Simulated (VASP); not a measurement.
**SnSe: convergence with the plane-wave cutoff and precision settings**

A convergence test on SnSe: the plane-wave cutoff and precision settings. The series runs use PBE. The plane-wave cutoff tried: ENCUT = 140; ENCUT = 180; ENCUT = 220; ENCUT = 240; ENCUT = 280; ENCUT = 310; ENCUT = 390; ENCUT = 480. The precision settings tried: PREC = Low; PREC = Medium; PREC = Normal; PREC = Single; PREC = Accurate; LREAL = Auto; ADDGRID = .TRUE.; LASPH = .TRUE.. The start is a computed cell from the Materials Project.

Method: PBE; plane waves and PAW (Sn_d, Se), in VASP 6.6.1.

## Step 1: Starting point

It takes space group Pnma (No. 62, orthorhombic). The conventional cell has a = 11.664 Å, b = 4.126 Å, c = 4.701 Å, α = 90.00°, β = 90.00°, γ = 90.00°. Sn has 3 Se at 2.77 Å nearest. Se has 3 Sn at 2.77 Å nearest. Farther neighbours and most contacts between anions are not listed.

## Step 2: Plane-wave cutoff: ENCUT = 140

The basis grows with ENCUT, and energy and stress both move with it. PBE, the usual starting point, adds the gradient of the density.

Contents of INCAR:

```
SYSTEM = SnSe
PREC = Accurate
ENCUT = 140
EDIFF = 1E-06
NELM = 100
ISMEAR = -1
SIGMA = 0.05
LREAL = .FALSE.
ALGO = Normal
GGA = PE
NBANDS = 49
LORBIT = 11
LWAVE = .FALSE.
LCHARG = .FALSE.
KPAR = 4
NCORE = 2
ISIF = 2
```

Contents of POSCAR:

```
SnSe
1.0
   11.6644585000      0.0000000000      0.0000000000
    0.0000000000      4.1262509500      0.0000000000
    0.0000000000      0.0000000000      4.7009074500
Sn Se
4 4
Direct
    0.6187868500      0.7500000000      0.3765543000
    0.8812131500      0.2500000000      0.8765543000
    0.3812131500      0.2500000000      0.6234457000
    0.1187868500      0.7500000000      0.1234457000
    0.1485530300      0.2500000000      0.5091818000
    0.6485530300      0.2500000000      0.9908182000
    0.3514469700      0.7500000000      0.0091818000
    0.8514469700      0.7500000000      0.4908182000
```

Contents of KPOINTS:

```
Automatic mesh
0
Gamma
2 6 5
0 0 0
```

Potentials, in the order of the species: Sn_d and Se (PBE family, release 64).

The run is started by

```
> mpirun -np 8 vasp_std
```

The program printed:

```text
[banner, memory and clock lines left out]
running    8 mpi-ranks, on    1 nodes
 distrk:  each k-point on    2 cores,    4 groups
 distr:  one band on    2 cores,    1 groups

 POSCAR found type information on POSCAR SnSe
 POSCAR found :  2 types and       8 ions
 LDA part: xc-table for (Slater+PW92), standard interpolation
 POSCAR, INCAR and KPOINTS ok, starting setup
 FFT: planning ... GRIDC
 FFT: planning ... GRID_SOFT
 FFT: planning ... GRID
 WAVECAR not read
 entering main loop
       N       E                     dE             d eps       ncg     rms          rms(c)
DAV:   1     0.373886116723E+03    0.37389E+03   -0.21331E+04  2937   0.622E+02
DAV:   2     0.139326616900E+02   -0.35995E+03   -0.34805E+03  2733   0.220E+02
DAV:   3    -0.699403283986E+01   -0.20927E+02   -0.20625E+02  2725   0.518E+01
DAV:   4    -0.732329711979E+01   -0.32926E+00   -0.32787E+00  2635   0.580E+00
DAV:   5    -0.732877024078E+01   -0.54731E-02   -0.54681E-02  2727   0.599E-01    0.154E+01
DAV:   6    -0.383168895614E+01    0.34971E+01   -0.65911E+00  2782   0.146E+01    0.831E+00
DAV:   7    -0.349302157804E+01    0.33867E+00   -0.30620E+00  2558   0.894E+00    0.215E+00
DAV:   8    -0.348898744066E+01    0.40341E-02   -0.14870E-01  2768   0.161E+00    0.632E-01
DAV:   9    -0.348706987654E+01    0.19176E-02   -0.22000E-02  2599   0.604E-01    0.120E-01
DAV:  10    -0.348706054816E+01    0.93284E-05   -0.14619E-03  2656   0.185E-01    0.537E-02
DAV:  11    -0.348709661928E+01   -0.36071E-04   -0.14634E-04  2619   0.494E-02    0.291E-02
DAV:  12    -0.348708833245E+01    0.82868E-05   -0.42718E-05  2769   0.307E-02    0.809E-03
DAV:  13    -0.348709040634E+01   -0.20739E-05   -0.58405E-06  2132   0.108E-02    0.400E-03
DAV:  14    -0.348709062934E+01   -0.22299E-06   -0.50992E-07  1436   0.273E-03
   1 F= -.34870906E+01 E0= -.34870795E+01  d E =-.223006E-04
```

Wall time 3.2 s (8 MPI ranks of Intel Xeon 6975P-C (Granite Rapids), shared host); peak memory 1.1 GiB; 20 s of CPU time.

Lines that name or quote the potential files are left out of all logs, and their timing lines are given in words.

From OUTCAR (step 2):

```text
ion  position               nearest neighbor table
   1  0.619  0.750  0.377-   8 2.77   6 2.77   6 2.77   3 3.64   3 3.64
   2  0.881  0.250  0.877-   6 2.77   8 2.77   8 2.77   4 3.64   4 3.64
   3  0.381  0.250  0.623-   5 2.77   7 2.77   7 2.77   1 3.64   1 3.64
   4  0.119  0.750  0.123-   7 2.77   5 2.77   5 2.77   2 3.64   2 3.64
   5  0.149  0.250  0.509-   3 2.77   4 2.77   4 2.77
   6  0.649  0.250  0.991-   2 2.77   1 2.77   1 2.77
   7  0.351  0.750  0.009-   4 2.77   3 2.77   3 2.77
   8  0.851  0.750  0.491-   1 2.77   2 2.77   2 2.77

  LATTYP: Found a simple orthorhombic cell.
 ALAT       =     4.1262509500
 B/A-ratio  =     1.1392684320
 C/A-ratio  =     2.8268902307

 Subroutine GETGRP returns: Found  8 space group operations
 (whereof  2 operations were pure point group operations)

The static configuration has the point symmetry S_2 .
 The point group associated with its full space group is D_2h.

 Found     24 irreducible k-points:

   k-points           NKPTS =     24   k-points in BZ     NKDIM =     24   number of bands    NBANDS=     49

   dimension x,y,z NGX =    48 NGY =   16 NGZ =   18
   dimension x,y,z NGXF=    96 NGYF=   32 NGZF=   36

   ENCUT  =  140.0 eV  10.29 Ry    3.21 a.u.  11.25  3.98  4.54*2*pi/ulx,y,z

   NELECT =      80.0000    total number of electrons

 k-points in reciprocal lattice and weights: Automatic mesh
   0.00000000  0.00000000  0.00000000       0.017
   0.50000000  0.00000000  0.00000000       0.017
   0.00000000  0.16666667  0.00000000       0.033
   0.50000000  0.16666667  0.00000000       0.033
   0.00000000  0.33333333  0.00000000       0.033
   0.50000000  0.33333333  0.00000000       0.033
   0.00000000  0.50000000  0.00000000       0.017
   0.50000000  0.50000000  0.00000000       0.017
   0.00000000  0.00000000  0.20000000       0.033
[...]
0.00000000  0.50000000  0.40000000       0.033
   0.50000000  0.50000000  0.40000000       0.033

 average (electrostatic) potential at core
       1-105.0387       2-105.0387       3-105.0387       4-105.0387       5 -53.4619
       6 -53.4619       7 -53.4619       8 -53.4619

 E-fermi :   5.0268

 k-point     1 :       0.0000    0.0000    0.0000
  band No.  band energies     occupation
    ...
     36       3.0551      2.00000
     37       3.4338      2.00000
     38       3.8672      2.00000
     39       4.0629      2.00000
     40       4.5224      1.99992
     41       5.6794      0.00000
     42       7.2809      0.00000
     43       7.4620      0.00000
     44       7.5094      0.00000
     45       7.7538      0.00000
    ...

 k-point     2 :       0.5000    0.0000    0.0000
  band No.  band energies     occupation
    ...
     36       2.9315      2.00000
     37       3.2081      2.00000
     38       3.2081      2.00000
     39       4.3420      2.00000
     40       4.3420      2.00000
     41       7.1365      0.00000
     42       7.1365      0.00000
     43       7.2208      0.00000
     44       7.2208      0.00000
     45       8.3282      0.00000
    ...

 k-point     3 :       0.0000    0.1667    0.0000
  band No.  band energies     occupation
    ...
     36       3.1019      2.00000
     37       3.1809      2.00000
     38       4.0856      2.00000
     39       4.1380      2.00000
     40       4.3597      2.00000
     41       5.8515      0.00000
     42       6.6308      0.00000
     43       7.3529      0.00000
     44       7.7148      0.00000
     45       7.8143      0.00000
    ...

  Total     -266.5625927   -267.4625819   -267.6492518      0.0000000      0.0000000      0.0000000
  in kB    -1887.5908593  -1893.9638892  -1895.2857415      0.0000000      0.0000000      0.0000000
  external PRESSURE =   -1892.2801633 kB  Pullay stress =       0.0000000 kB

  energy-cutoff  :      140.00
  volume of cell :      226.26
      direct lattice vectors                 reciprocal lattice vectors
    11.664458500  0.000000000  0.000000000     0.085730512  0.000000000  0.000000000
     0.000000000  4.126250950  0.000000000     0.000000000  0.242350747  0.000000000
     0.000000000  0.000000000  4.700907450     0.000000000  0.000000000  0.212724886

 POSITION                                       TOTAL-FORCE (eV/Angst)
 -----------------------------------------------------------------------------------
      7.21781      3.09469      1.77015         0.152634     -0.000000     -0.156734
     10.27887      1.03156      4.12060        -0.152634     -0.000000     -0.156734
      4.44664      1.03156      2.93076        -0.152634      0.000000      0.156734
      1.38558      3.09469      0.58031         0.152634      0.000000      0.156734
      1.73279      1.03156      2.39362        -0.068643     -0.000000      0.117248
      7.56502      1.03156      4.65774        -0.068643     -0.000000     -0.117248
      4.09944      3.09469      0.04316         0.068643     -0.000000      0.117248
      9.93167      3.09469      2.30729         0.068643     -0.000000     -0.117248
 -----------------------------------------------------------------------------------
    total drift:                               -0.000000      0.000000      0.000000

  FREE ENERGIE OF THE ION-ELECTRON SYSTEM (eV)
  ---------------------------------------------------
  free  energy   TOTEN  =        -3.4870906293 eV

  energy  without entropy=       -3.4870683287  energy(sigma->0) =       -3.48707948

 total charge
# of ion       s       p       d       tot
------------------------------------------
    1        1.331   0.809  10.286  12.426
    2        1.331   0.809  10.286  12.426
    3        1.331   0.809  10.286  12.426
    4        1.331   0.809  10.286  12.426
    5        1.502   2.480   0.023   4.004
    6        1.502   2.480   0.023   4.004
    7        1.502   2.480   0.023   4.004
    8        1.502   2.480   0.023   4.004
--------------------------------------------------
tot         11.329  13.156  41.234  65.719

[... 3 further parts left out ...]
```

The gap is read on the k-mesh alone, so it is an upper bound where the band edges lie off the mesh, and a coarse mesh can show a gap where there is none. Spin-orbit coupling is off here; it can split and shift levels that hold much weight on Sn by tenths of an eV or more.

This step gave:

```yaml
scf_cycles: 14
electrons: 80
bands: 49
irreducible_k_points: 24
symmetry_operations: 8
free_energy_toten: -3.487 eV
fermi_energy: 5.027 eV
pressure: -189.2 GPa
metallic_judged_on_the_points_sampled: no
valence_top_at_k: 0, 0, 0.4
conduction_bottom_at_k: 0, 0.3333, 0
least_direct_gap_at_k: 0, 0.3333, 0
gap_on_the_k_mesh: 0.8587 eV
least_direct_gap_on_the_k_mesh: 1.151 eV
```

The series starts at -0.4359 eV an atom and -189.23 GPa, after 14 cycles in 3.2 s.

## Step 3: Plane-wave cutoff: ENCUT = 180

Edit INCAR of step 2 so:

```diff
@@ -2,3 +2,3 @@
 PREC = Accurate
-ENCUT = 140
+ENCUT = 180
 EDIFF = 1E-06
```

POSCAR is that of step 2.

KPOINTS is that of step 2.

The run is started by

```
> mpirun -np 8 vasp_std
```

The program printed:

```text
[... set-up lines as in an earlier step ...]
 entering main loop
       N       E                     dE             d eps       ncg     rms          rms(c)
DAV:   1     0.485138999903E+03    0.48514E+03   -0.22876E+04  2520   0.896E+02
DAV:   2     0.163387440897E+02   -0.46880E+03   -0.45146E+03  2602   0.284E+02
DAV:   3    -0.304889889995E+02   -0.46828E+02   -0.45346E+02  2763   0.939E+01
DAV:   4    -0.318289815028E+02   -0.13400E+01   -0.13276E+01  2670   0.158E+01
[...]
DAV:  12    -0.309906918828E+02    0.15212E-04   -0.39534E-05  2750   0.384E-02    0.687E-03
DAV:  13    -0.309906946527E+02   -0.27699E-05   -0.62382E-06  2213   0.115E-02    0.140E-03
DAV:  14    -0.309906946714E+02   -0.18706E-07   -0.37000E-07  1484   0.331E-03
   1 F= -.30990695E+02 E0= -.30990682E+02  d E =-.244690E-04
```

It took 4 s on 8 MPI ranks; peak memory 1.2 GiB; 26 s of CPU time.

Parts of OUTCAR (step 3):

```text
  Total      -37.2305087    -37.2360790    -37.5446513      0.0000000      0.0000000      0.0000000
  in kB     -263.6377715   -263.6772163   -265.8622870      0.0000000      0.0000000      0.0000000
  external PRESSURE =    -264.3924249 kB  Pullay stress =       0.0000000 kB

 POSITION                                       TOTAL-FORCE (eV/Angst)
 -----------------------------------------------------------------------------------
      7.21781      3.09469      1.77015        -0.166893     -0.000000      0.169594
     10.27887      1.03156      4.12060         0.166893     -0.000000      0.169594
      4.44664      1.03156      2.93076         0.166893      0.000000     -0.169594
      1.38558      3.09469      0.58031        -0.166893      0.000000     -0.169594
      1.73279      1.03156      2.39362        -0.137752      0.000000      0.186605
      7.56502      1.03156      4.65774        -0.137752     -0.000000     -0.186605
      4.09944      3.09469      0.04316         0.137752     -0.000000      0.186605
      9.93167      3.09469      2.30729         0.137752     -0.000000     -0.186605
 -----------------------------------------------------------------------------------
    total drift:                               -0.000000      0.000000      0.000000

  FREE ENERGIE OF THE ION-ELECTRON SYSTEM (eV)
  ---------------------------------------------------
  free  energy   TOTEN  =       -30.9906946714 eV

  energy  without entropy=      -30.9906702024  energy(sigma->0) =      -30.99068244

[... 1 part as in an earlier step ...]

[... 2 further parts left out ...]
[key lines of the parts left out:]
E-fermi :   5.0915
```

Against the run before the energy moves by -3437.95 meV an atom and the pressure by +162.79 GPa, after 14 cycles in 4 s.

## Step 4: Plane-wave cutoff: ENCUT = 220

Edit INCAR of step 3 so:

```diff
@@ -2,3 +2,3 @@
 PREC = Accurate
-ENCUT = 180
+ENCUT = 220
 EDIFF = 1E-06
```

POSCAR is that of step 3.

KPOINTS is that of step 3.

The run is started by

```
> mpirun -np 8 vasp_std
```

The program printed:

```text
[... set-up lines as in an earlier step ...]
 entering main loop
       N       E                     dE             d eps       ncg     rms          rms(c)
DAV:   1     0.581797890655E+03    0.58180E+03   -0.24238E+04  2392   0.113E+03
DAV:   2     0.425304166660E+02   -0.53927E+03   -0.52056E+03  2515   0.341E+02
DAV:   3    -0.303835957376E+02   -0.72914E+02   -0.70089E+02  2843   0.129E+02
DAV:   4    -0.334174904253E+02   -0.30339E+01   -0.30044E+01  2698   0.271E+01
[...]
DAV:  12    -0.327174486872E+02    0.15201E-04   -0.41877E-05  2808   0.308E-02    0.750E-03
DAV:  13    -0.327174503280E+02   -0.16408E-05   -0.74922E-06  2256   0.110E-02    0.224E-03
DAV:  14    -0.327174504471E+02   -0.11917E-06   -0.51857E-07  1579   0.472E-03
   1 F= -.32717450E+02 E0= -.32717438E+02  d E =-.248950E-04
```

Elapsed: 5.4 s, on 8 MPI ranks; peak memory 1.3 GiB.

From OUTCAR (step 4):

```text
  Total       -2.2403813     -1.9223190     -2.5293859      0.0000000      0.0000000      0.0000000
  in kB      -15.8646539    -13.6123815    -17.9111619      0.0000000      0.0000000      0.0000000
  external PRESSURE =     -15.7960657 kB  Pullay stress =       0.0000000 kB

 POSITION                                       TOTAL-FORCE (eV/Angst)
 -----------------------------------------------------------------------------------
      7.21781      3.09469      1.77015        -0.153378      0.000000      0.160761
     10.27887      1.03156      4.12060         0.153378      0.000000      0.160761
      4.44664      1.03156      2.93076         0.153378     -0.000000     -0.160761
      1.38558      3.09469      0.58031        -0.153378      0.000000     -0.160761
      1.73279      1.03156      2.39362        -0.120068     -0.000000      0.175503
      7.56502      1.03156      4.65774        -0.120068     -0.000000     -0.175503
      4.09944      3.09469      0.04316         0.120068     -0.000000      0.175503
      9.93167      3.09469      2.30729         0.120068     -0.000000     -0.175503
 -----------------------------------------------------------------------------------
    total drift:                               -0.000000      0.000000      0.000000

  FREE ENERGIE OF THE ION-ELECTRON SYSTEM (eV)
  ---------------------------------------------------
  free  energy   TOTEN  =       -32.7174504471 eV

  energy  without entropy=      -32.7174255521  energy(sigma->0) =      -32.71743800

[... 1 part as in an earlier step ...]

[... 2 further parts left out ...]
[key lines of the parts left out:]
E-fermi :   5.0978
```

Against the run before the energy moves by -215.84 meV an atom and the pressure by +24.86 GPa, after 14 cycles in 5.4 s.

## Step 5: Plane-wave cutoff: ENCUT = 240

Edit INCAR of step 4 so:

```diff
@@ -2,3 +2,3 @@
 PREC = Accurate
-ENCUT = 220
+ENCUT = 240
 EDIFF = 1E-06
```

POSCAR is that of step 4.

KPOINTS is that of step 4.

The run is started by

```
> mpirun -np 8 vasp_std
```

The program printed:

```text
[... set-up lines as in an earlier step ...]
 entering main loop
       N       E                     dE             d eps       ncg     rms          rms(c)
DAV:   1     0.624095470347E+03    0.62410E+03   -0.25048E+04  2368   0.123E+03
DAV:   2     0.542195588884E+02   -0.56988E+03   -0.55271E+03  2465   0.368E+02
DAV:   3    -0.295235021675E+02   -0.83743E+02   -0.79990E+02  2875   0.142E+02
DAV:   4    -0.334730273147E+02   -0.39495E+01   -0.39040E+01  2706   0.317E+01
[...]
DAV:  12    -0.328040749438E+02    0.13456E-04   -0.39360E-05  2800   0.282E-02    0.727E-03
DAV:  13    -0.328040765837E+02   -0.16399E-05   -0.68088E-06  2223   0.112E-02    0.226E-03
DAV:  14    -0.328040766497E+02   -0.65958E-07   -0.49541E-07  1525   0.525E-03
   1 F= -.32804077E+02 E0= -.32804064E+02  d E =-.248610E-04
```

The job ended after 5.4 s (8 MPI ranks; peak memory 1.4 GiB).

Parts of OUTCAR (step 5):

```text
  Total        0.9407589      1.2256559      0.6016419      0.0000000     -0.0000000      0.0000000
  in kB        6.6617296      8.6791507      4.2603644      0.0000000     -0.0000000      0.0000000
  external PRESSURE =       6.5337483 kB  Pullay stress =       0.0000000 kB

 POSITION                                       TOTAL-FORCE (eV/Angst)
 -----------------------------------------------------------------------------------
      7.21781      3.09469      1.77015        -0.146546     -0.000000      0.157734
     10.27887      1.03156      4.12060         0.146546     -0.000000      0.157734
      4.44664      1.03156      2.93076         0.146546     -0.000000     -0.157734
      1.38558      3.09469      0.58031        -0.146546      0.000000     -0.157734
      1.73279      1.03156      2.39362        -0.119405     -0.000000      0.171615
      7.56502      1.03156      4.65774        -0.119405     -0.000000     -0.171615
      4.09944      3.09469      0.04316         0.119405      0.000000      0.171615
      9.93167      3.09469      2.30729         0.119405     -0.000000     -0.171615
 -----------------------------------------------------------------------------------
    total drift:                               -0.000000     -0.000000     -0.000000

  FREE ENERGIE OF THE ION-ELECTRON SYSTEM (eV)
  ---------------------------------------------------
  free  energy   TOTEN  =       -32.8040766497 eV

  energy  without entropy=      -32.8040517887  energy(sigma->0) =      -32.80406422

[... 1 part as in an earlier step ...]

[... 2 further parts left out ...]
[key lines of the parts left out:]
E-fermi :   5.0976
```

Against the run before the energy moves by -10.83 meV an atom and the pressure by +2.23 GPa, after 14 cycles in 5.4 s.

(Part 1 of 4 ends here.)

[Lines on the potential files, build, host, timing and source positions are cut from VASP's logs without a mark.]

[Logs are printed without paths, hosts, clocks, repeated set-up lines and the standing remarks that a program may print on its own settings, such as how far it seeks lower states.]

[Hosts, paths, dates, database ids (printed as entryN), source tags and the programs' standing remarks are cut or masked in the printed files.]

[A measured line is paired with the nearest computed mode of its activity, which favours agreement.]

[In band tables of VASP the shares of atoms and orbitals are scaled to a sum of 1 inside the atoms' spheres.]
